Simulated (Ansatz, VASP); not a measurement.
**Ni9N (Ni(110)-(2x1)-N added row) in two plane-wave programs**

Aim: how closely do two programs agree when they are given the same cell, functional and k mesh? The structure shown is the start of the Ansatz relaxation below; VASP solves that cell, so the two are compared at the walk's first step.

Calculated with Ansatz 0.2.0; plane waves, with VASP 6.6.1 beside it; single point at LDA.

## 1. The structure

The cell holds 10 atoms: 9 Ni and 1 N. Its edges and angles: a = 3.520 Å, b = 4.978 Å, c = 22.078 Å, α = 90.0°, β = 90.0°, γ = 90.0°. Vacuum lies along c.

Structure file:

```
Ni N
1.0
     3.52000    0.00000    0.00000
     0.00000    4.97803    0.00000
     0.00000    0.00000   22.07803
Ni N
9 1
Direct
  0.00000 0.00000 0.38500
  0.00000 0.50000 0.38500
  0.50000 0.25000 0.44137
  0.50000 0.75000 0.44137
  0.00000 0.00000 0.49774
  0.00000 0.50000 0.49774
  0.50000 0.25000 0.55410
  0.50000 0.75000 0.55410
  0.00000 0.00000 0.61047
  0.50000 0.00000 0.61500
```

## 2. Ansatz: relaxation, LDA

Ansatz runs on its default PAW (the set named soft_2) files.

The two programs are compared at the cell with which this relaxation starts, whose forces are those of its first step.

Input file input.yaml:

```yaml
crystal:
  lattice:
    - [3.52, 0.0, 0.0]
    - [0.0, 4.9780317396, 0.0]
    - [0.0, 0.0, 22.0780317396]
  atoms:
    - { symbol: Ni, position: [0.0, 0.0, 0.3849980877], spin: 0.7 }
    - { symbol: Ni, position: [0.0, 0.5, 0.3849980877], spin: 0.7 }
    - { symbol: Ni, position: [0.5, 0.25, 0.4413666965], spin: 0.7 }
    - { symbol: Ni, position: [0.5, 0.75, 0.4413666965], spin: 0.7 }
    - { symbol: Ni, position: [0.0, 0.0, 0.4977353054], spin: 0.7 }
    - { symbol: Ni, position: [0.0, 0.5, 0.4977353054], spin: 0.7 }
    - { symbol: Ni, position: [0.5, 0.25, 0.5541039142], spin: 0.7 }
    - { symbol: Ni, position: [0.5, 0.75, 0.5541039142], spin: 0.7 }
    - { symbol: Ni, position: [0.0, 0.0, 0.610472523], spin: 0.7 }
    - { symbol: "N", position: [0.5, 0.0, 0.6150019123] }
magnetization:
  spin_polarized: true
kpoints:
  mp_grid: { grid: [8, 6, 1] }
hamiltonian:
  xc: lda
scf:
  occupations: { method: fermi_dirac, width: 0.1 }
  convergence: { dr2_threshold: 1.0e-08 }
efield:
  axis: 3
  dipole_correction: true
  ramp_position: 0.97
  ramp_width: 0.06
relax:
  f_tol: 0.015
  max_steps: 90
  constraints: [{ sites: [0, 1, 2, 3] }]
output:
  write_potential: true
  write_density: true
  volumetric_format: npy
```

Started as:

```console
ansatz run input.yaml --threads 8 --pin off --max-ram 12288MiB --backend cpu --events-out ev --progress --plain --runs-dir out
```

Numbers of over 12 decimals in the logs are rounded to 6 here.

Log:

```text
Engine: ansatz 0.2.0, aarch64-unknown-linux-gnu
Pseudopotentials: kind: paw
Pseudopotential: Ni, paw, valence charge 18, recommended cutoff 420 eV (normal), Ni.paw.azcp
Pseudopotential: N, paw, valence charge 5, recommended cutoff 420 eV (normal), N.paw.azcp
Functional definition: SPW92
  exchange = slater_x
  correlation = pw_c
Crystal: 10 atoms, lattice volume = 386.866 Å³
Basis set: ecut = 420 eV, 7551 PW (Γ)
Bands: 104, of which v1, the nominal top of the filled ones, is band 84 counted from 1 (83 counted from 0)
Symmetry: 4 space group operations
k-points: 20 of 48
Non-local potential: Ni, projectors of the file, l = 0: 3, l = 1: 2, l = 2: 3, l = 3: 1
Non-local potential: N, projectors of the file, l = 0: 2, l = 1: 2, l = 2: 1
PAW form: soft (Blöchl's): semilocal exchange-correlation on the pseudo side does not see the compensation charge
PAW frozen core: Ni, regenerated for the run's functional, and the local potential with it (the file was generated under x = pbe(κ = 0.804, μ = 0.219515), c = pbe(β = 0.066725))
PAW frozen core: N, regenerated for the run's functional, and the local potential with it (the file was generated under x = pbe(κ = 0.804, μ = 0.219515), c = pbe(β = 0.066725))
PAW one-centre angular grid: Ni, 590 points (default); XC on 64 Gauss nodes
PAW one-centre angular grid: N, 110 points (default); XC on 64 Gauss nodes
Initial density: superposition of atomic densities (neutral atoms: chi_scale 0, normalization atom)
Starting moments: Σ|m| = 6.3 μB on 9 of 10 sites
Initial wavefunctions: pseudopotential atomic-orbital guess
Functional: x = slater, c = lda
SCF iter   1: F=—  HF=-52321.466789 eV  |F-HF|=—  |Δ(HF+E_count)|=         —  Δρ=3.38e-2 (↑2.54e-2 ↓3.38e-2)  dr2=1.42e1  dr2_m=5.10e-1  M=6.719 μB ∫|m|=6.960 μB  β_m=1.00  ethr=3.10e-3  p=0.000 e·Å  D=4.27e-7 V/Å  ΔV_dip=-0.00 eV  dr2_dipole=1.81e-1  V_vac-E_F(+/−)=7.32/7.32 eV  ⟨swp⟩=10.1  Hψ=21069  notcnv=0  defer=150
Mixer restart at iter 1: flushing history
efield: sawtooth ramp at fractional position 0.9700 (set: `efield.ramp_position`, or a place that a band, a saddle search or an elastic batch's reference lends), width 0.0600; the density the first Hamiltonian is built on has a dipole p = 0.000 e·Å; the dipole correction subtracts the counter field D = 4.27e-7 V/Å, which shifts the + side's vacuum level by -0.00 eV against the − side's; the planar-averaged density in the ramp window peaks in size at 8.9e-6 e/Å³
preconditioner: auto → LDOS  [metal: Δε(μ)=0.001 eV  Ē_g=7.151 eV  σ=0.100 eV  W_gap=0.00  n_scr=96 (ndim 8)  ℏωp=18.4 eV  f_vac=0.647  D(μ)=20.16/eV (n_scr^D=178)]
spin=Collinear: LDOS preconditioning applied to the charge; magnetization (m = ρ↑ − ρ↓) channel mixes plain (no charge-response kernel on spin).
SCF iter   2: F=—  HF=-52321.849959 eV  |F-HF|=—  |Δ(HF+E_count)|=   3.83e-1  Δρ=1.83e-2 (↑1.83e-2 ↓1.63e-2)  dr2=5.22e0  dr2_m=2.06e-2  M=6.599 μB ∫|m|=7.002 μB  β_m=0.34  ethr=3.10e-3  p=-0.008 e·Å  D=-3.79e-3 V/Å  ΔV_dip=0.08 eV  dr2_dipole=2.65e-1  V_vac-E_F(+/−)=6.45/6.36 eV  ⟨swp⟩=3.0  Hψ=7311  notcnv=0  defer=257
density mixer auto → msr1: a metal under ldos (density of states about μ 3.65 of a free-electron gas's, 96 screened modes)
SCF iter   3: F=—  HF=-52325.456195 eV  |F-HF|=—  |Δ(HF+E_count)|=    3.61e0  Δρ=1.18e-2 (↑1.18e-2 ↓9.45e-3)  dr2=2.13e0  dr2_m=5.87e-2  M=6.475 μB ∫|m|=6.936 μB  β_m=0.41  ethr=3.10e-3  p=-0.017 e·Å  D=-7.76e-3 V/Å  ΔV_dip=0.17 eV  dr2_dipole=1.93e-1  V_vac-E_F(+/−)=5.88/5.71 eV  ⟨swp⟩=3.0  Hψ=6845  notcnv=0  defer=269
SCF iter   4: F=—  HF=-52327.789570 eV  |F-HF|=—  |Δ(HF+E_count)|=    2.33e0  Δρ=8.96e-3 (↑6.68e-3 ↓8.96e-3)  dr2=7.56e-1  dr2_m=1.31e-1  M=6.154 μB ∫|m|=6.672 μB  β_m=0.71  ethr=1.28e-3  p=-0.029 e·Å  D=-1.37e-2 V/Å  ΔV_dip=0.30 eV  dr2_dipole=1.07e-1  V_vac-E_F(+/−)=5.51/5.21 eV  ⟨swp⟩=2.4  Hψ=5834  notcnv=0  defer=282
SCF iter   5: F=—  HF=-52328.708105 eV  |F-HF|=—  |Δ(HF+E_count)|=   9.19e-1  Δρ=6.08e-3 (↑6.08e-3 ↓5.68e-3)  dr2=1.75e-1  dr2_m=6.45e-2  M=5.515 μB ∫|m|=6.019 μB  β_m=0.74  ethr=4.53e-4  p=-0.055 e·Å  D=-2.55e-2 V/Å  ΔV_dip=0.56 eV  dr2_dipole=1.48e-3  V_vac-E_F(+/−)=5.48/4.92 eV  ⟨swp⟩=2.5  Hψ=6984  notcnv=0  defer=287
SCF iter   6: F=—  HF=-52328.748356 eV  |F-HF|=—  |Δ(HF+E_count)|=         —  Δρ=1.01e-2 (↑6.70e-3 ↓1.01e-2)  dr2=1.02e-1  dr2_m=2.24e-1  M=4.792 μB ∫|m|=5.251 μB  β_m=0.74  ethr=1.05e-4  p=-0.054 e·Å  D=-2.51e-2 V/Å  ΔV_dip=0.55 eV  dr2_dipole=6.56e-5  V_vac-E_F(+/−)=5.56/5.01 eV  ⟨swp⟩=2.2  Hψ=7468  notcnv=0  defer=291
SCF iter   7: F=—  HF=-52328.717545 eV  |F-HF|=—  |Δ(HF+E_count)|=   3.08e-2  Δρ=3.43e-3 (↑1.52e-3 ↓3.43e-3)  dr2=5.20e-2  dr2_m=8.37e-3  M=4.738 μB ∫|m|=5.152 μB  β_m=0.78  ethr=6.13e-5  p=-0.061 e·Å  D=-2.83e-2 V/Å  ΔV_dip=0.63 eV  dr2_dipole=6.42e-4  V_vac-E_F(+/−)=5.54/4.92 eV  ⟨swp⟩=2.0  Hψ=6478  notcnv=0  defer=291
[...]
SCF converged after 11 iterations
Magnetization: 4.3207 μB (85.6603 up, 81.3397 down)
Absolute magnetization: 4.7036 μB (∫|ρ↑−ρ↓|, with the PAW one-centre terms)
Spin contamination: 0.0872 ħ² per cell (⟨S²⟩ above its minimum at these occupations)
Per-site moments (μB) at R_I (Å): [(0.742439, 0.950621), (0.765815, 1.000568), (0.603890, 0.972118), (0.603890, 0.972118), (0.656647, 0.950621), (0.534414, 1.000568), (0.225678, 0.735025), (0.225678, 0.735025), (0.037761, 0.727055), (0.015785, 0.727055)]
Free energy (F): -52328.974169 eV
Harris-Foulkes:  -52328.974169 eV  (|F-HF|=2.04e-9)
Internal energy: -52328.418793 eV  (E = F + TS)
E sigma→0 (E₀):  -52328.696481 eV
Entropy (-TS):   -0.555376 eV (-55.538 meV/atom)
Fermi energy:    0.953825 eV
Dipole field:    D = -0.026321 V/Å  (p = -0.056273 e·Å, saw-weighted, corrected)
Work function:   Φ+ = 5.3986 eV   Φ− = 4.8175 eV
Levels:          The Fermi level and band energies are counted from a zero that moves with the ramp; work functions are not
--- Per-component energies (eV) ---
  E_band       = -5340.182603
  E_kinetic    = 2674.130155
  E_local      = -327445.289046  (includes V_loc(G=0)·N_el)
  E_nonlocal   = 5809.044860
  E_hartree    = 159719.387721
  E_xc         = -812.959165
  E_vxc        = -1051.301317  (∫ρ·V_xc dr)
  E_paw        = -14193.922285  (= ΣΔE_a)
  E_vpaw       = -4764.092383  (= ΣTr[D̂ρ^β])
  E_aug_tail   = 0.004154  (compensation charges beyond the density's cutoff)
  E_efield     = 0.000741  (sawtooth field / dipole correction)
  E_vefield    = -1.450099  (∫n·V_field dr)
  E_ewald      = 121917.196944
  E_core_change = 3.987128  (= ΣΔE_core)
  E_smearing   = -0.555376  (= −TS)
  E_closure    = 0.000000  (closes the sum)
  Σ components = -52328.974169   (vs F -52328.974169, Δ=0.00e0)
--- Forces (eV/Å), atoms counted from 1 ---
  atom   1  Ni     0.00000000     0.00000000     0.72139297
  atom   2  Ni     0.00000000     0.00000000     1.13643502
  atom   3  Ni     0.00000000     0.09700645    -0.92710684
  atom   4  Ni     0.00000000    -0.09700645    -0.92710684
  atom   5  Ni     0.00000000     0.00000000     0.00650844
  atom   6  Ni     0.00000000     0.00000000     0.00138202
  atom   7  Ni     0.00000000    -0.01070345    -0.00218561
  atom   8  Ni     0.00000000     0.01070345    -0.00218561
  atom   9  Ni     0.00000000     0.00000000    -0.00805086
  atom  10  N      0.00000000     0.00000000     0.00096011
  max |Σ_I F_I| component: 4.28e-5 eV/Å
--- Band table (eV; the first three rows and the last of 40) ---
  k-point 0 ↑: bands = [... 80 lower, 0.3814, 0.4839, 0.5073, 0.5785, 0.7392, 0.8925, 0.9676, 1.9245, ... 16 higher]
  k-point 1 ↑: bands = [... 80 lower, 0.3701, 0.4433, 0.4735, 0.5064, 0.6507, 0.8502, 0.8547, 1.1218, ... 16 higher]
  k-point 2 ↑: bands = [... 80 lower, 0.2775, 0.3600, 0.4053, 0.4504, 0.4837, 0.5122, 0.8712, 0.9326, ... 16 higher]
  k-point 19 ↓: bands = [... 80 lower, 0.8287, 0.8434, 1.1422, 1.3048, 1.4462, 1.6493, 1.8212, 1.8948, ... 16 higher]
--- Relaxed structure (5 steps of the walk, 5 accepted, 0 SCFs on fresh bases) ---
  F+E_penalty+E_count = -52328.97416935 eV   max|allowed force component| = 1.070e-2 eV/Å
  atoms:
    - { symbol: Ni, position: [0.0, 0.0, 0.3849980877] }
    - { symbol: Ni, position: [0.0, 0.5, 0.3849980877] }
    - { symbol: Ni, position: [0.5, 0.25, 0.441367] }
    - { symbol: Ni, position: [0.5, 0.750000, 0.441367] }
    - { symbol: Ni, position: [0.0, 0.0, 0.489380] }
    - { symbol: Ni, position: [0.0, 0.5, 0.494864] }
    - { symbol: Ni, position: [0.5, 0.259812, 0.548086] }
    - { symbol: Ni, position: [0.5, 0.740188, 0.548086] }
    - { symbol: Ni, position: [0.0, 0.0, 0.599304] }
    - { symbol: N, position: [0.5, 0.0, 0.603602] }
```

In the SCF lines HF is the Harris–Foulkes energy and dr2 the Hartree energy of the density residual, in eV; the loop may stop once dr2 is under the threshold and the program's other checks hold. Hψ counts applications of the Hamiltonian.

(Continued in part 2 of 2.)

[Lines on the potential files, build, host, timing and source positions are cut from VASP's logs without a mark.]

[Logs are printed without paths, hosts, clocks, repeated set-up lines and the standing remarks that a program may print on its own settings, such as how far it seeks lower states.]

[Hosts, paths, dates, database ids (printed as entryN), source tags and the programs' standing remarks are cut or masked in the printed files.]
